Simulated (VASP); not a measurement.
Ag₃InO₈P₂ (space group C2/m): computed properties

These are r2SCAN meta-GGA, VASP's PBE PAW potentials (set 64) (plane waves; VASP 6.6.1) values and carry that method's errors.

space group: C2/m (12)
cell: a = 8.744 Å, b = 5.528 Å, c = 7.333 Å, α = 90.00°, β = 94.83°, γ = 90.00°
volume per atom: 12.62 Å^3/atom
band gap (over mesh and band path): 1.74 eV
smallest direct gap (over mesh and band path): 2.01 eV
band-edge character: indirect, D2-A at 0.20 to Γ
density: 5.91 g/cm³

```cif
data_Ag6In2O16P4
_chemical_formula_sum 'In2 Ag6 P4 O16'
_space_group_name_H-M_alt 'C2/m'
_space_group_IT_number 12
_space_group_name_Hall '-C 2y'
_cell_length_a 8.74428
_cell_length_b 5.52821
_cell_length_c 7.33304
_cell_angle_alpha 90.000
_cell_angle_beta 94.825
_cell_angle_gamma 90.000
loop_
_atom_site_label
_atom_site_type_symbol
_atom_site_symmetry_multiplicity
_atom_site_Wyckoff_symbol
_atom_site_fract_x
_atom_site_fract_y
_atom_site_fract_z
_atom_site_occupancy
In1 In 2 a 0.00000 0.00000 0.00000 1
Ag1 Ag 4 i 0.33931 0.00000 0.33013 1
Ag2 Ag 2 c 0.50000 0.50000 0.50000 1
P1 P 4 i 0.16201 0.50000 0.20761 1
O1 O 4 i 0.24083 0.00000 0.60799 1
O2 O 4 i 0.26168 0.50000 0.04751 1
O3 O 8 j 0.05526 0.27489 0.20330 1
```
(The calculation used a cell of 14 atoms; values per cell refer to that cell.)

The path is coarsely sampled, so an indirect gap can come out somewhat too large. Unless said otherwise, spin-orbit coupling is left out, though it shifts the bands of the heavy elements here.

The structure comes from a computed database's Ag3InO8P2 entry (C2/m); how it stands against other phases isn't given here. It was relaxed first. Symmetry was kept, so distortions that lower it aren't found.
